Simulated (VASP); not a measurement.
Here is the system:

```
AlP
1.0
    0.00000     2.73000     2.73000
    2.73000     0.00000     2.73000
    2.73000     2.73000     0.00000
Al P
1 1
Direct
  0.00000   0.00000   0.00000
  0.25000   0.25000   0.25000
```

Computed with G0W0 on PBE orbitals, VASP's PBE PAW potentials (set 64) (plane waves; VASP). Settings: PREC = Normal, 350 eV cut-off, 4×4×4 Γ-centred mesh, Gaussian smearing of 0.010 eV, potentials Al_GW P_GW.

The mesh is coarse and the basis finite, so the quasiparticle values are not converged.

NBANDS = 320, ENCUTGW = 300 eV, NOMEGA = 64. The PBE levels (eV) that the step starts from are:

| state | KS energy | filling |
|---|---|---|
| k1 (0.00, 0.00, 0.00), band 1 | -7.61 | 2 |
| k1 (0.00, 0.00, 0.00), band 2 | 3.90 | 2 |
| k1 (0.00, 0.00, 0.00), band 3 | 3.90 | 2 |
| k1 (0.00, 0.00, 0.00), band 4 | 3.90 | 2 |
| k1 (0.00, 0.00, 0.00), band 5 | 7.20 | 0 |
| k1 (0.00, 0.00, 0.00), band 6 | 8.44 | 0 |
| k1 (0.00, 0.00, 0.00), band 7 | 8.44 | 0 |
| k1 (0.00, 0.00, 0.00), band 8 | 8.44 | 0 |
| k2 (0.25, 0.00, 0.00), band 1 | -6.95 | 2 |
| k2 (0.25, 0.00, 0.00), band 2 | 0.72 | 2 |
| k2 (0.25, 0.00, 0.00), band 3 | 3.46 | 2 |
| k2 (0.25, 0.00, 0.00), band 4 | 3.46 | 2 |
| k2 (0.25, 0.00, 0.00), band 5 | 7.21 | 0 |
| k2 (0.25, 0.00, 0.00), band 6 | 9.03 | 0 |
| k2 (0.25, 0.00, 0.00), band 7 | 9.03 | 0 |
| k2 (0.25, 0.00, 0.00), band 8 | 10.83 | 0 |
| k5 (0.50, 0.25, 0.00), band 1 | -5.66 | 2 |
| k5 (0.50, 0.25, 0.00), band 2 | -1.01 | 2 |
| k5 (0.50, 0.25, 0.00), band 3 | 1.23 | 2 |
| k5 (0.50, 0.25, 0.00), band 4 | 2.35 | 2 |
| k5 (0.50, 0.25, 0.00), band 5 | 6.68 | 0 |
| k5 (0.50, 0.25, 0.00), band 6 | 9.20 | 0 |
| k5 (0.50, 0.25, 0.00), band 7 | 10.78 | 0 |
| k5 (0.50, 0.25, 0.00), band 8 | 11.00 | 0 |

Task: Give the quasiparticle energies and renormalisation factors Z.

Result: 
```
state                          QP energy (eV)     Z
-----------------------------  --------------  ----
k1 (0.00, 0.00, 0.00), band 1           -8.31  0.67
k1 (0.00, 0.00, 0.00), band 2            3.09  0.76
k1 (0.00, 0.00, 0.00), band 3            3.09  0.76
k1 (0.00, 0.00, 0.00), band 4            3.09  0.76
k1 (0.00, 0.00, 0.00), band 5            7.35  0.77
k1 (0.00, 0.00, 0.00), band 6            8.68  0.76
k1 (0.00, 0.00, 0.00), band 7            8.68  0.76
k1 (0.00, 0.00, 0.00), band 8            8.68  0.76
k2 (0.25, 0.00, 0.00), band 1           -7.65  0.71
k2 (0.25, 0.00, 0.00), band 2           -0.11  0.73
k2 (0.25, 0.00, 0.00), band 3            2.64  0.76
k2 (0.25, 0.00, 0.00), band 4            2.64  0.76
k2 (0.25, 0.00, 0.00), band 5            7.39  0.77
k2 (0.25, 0.00, 0.00), band 6            9.26  0.76
k2 (0.25, 0.00, 0.00), band 7            9.26  0.76
k2 (0.25, 0.00, 0.00), band 8           10.94  0.74
k5 (0.50, 0.25, 0.00), band 1           -6.29  0.69
k5 (0.50, 0.25, 0.00), band 2           -1.83  0.70
k5 (0.50, 0.25, 0.00), band 3            0.39  0.74
k5 (0.50, 0.25, 0.00), band 4            1.49  0.75
k5 (0.50, 0.25, 0.00), band 5            6.76  0.78
k5 (0.50, 0.25, 0.00), band 6            9.33  0.76
k5 (0.50, 0.25, 0.00), band 7           10.97  0.74
k5 (0.50, 0.25, 0.00), band 8           11.20  0.74
```
On the mesh the gap opens from 1.56 to 2.37 eV.

The compound is AlP in the zinc blende structure. The cell was not relaxed at this level. The k-mesh is coarse (spacing up to 0.50 per Å, 2π included), so the numbers may not be converged in it.
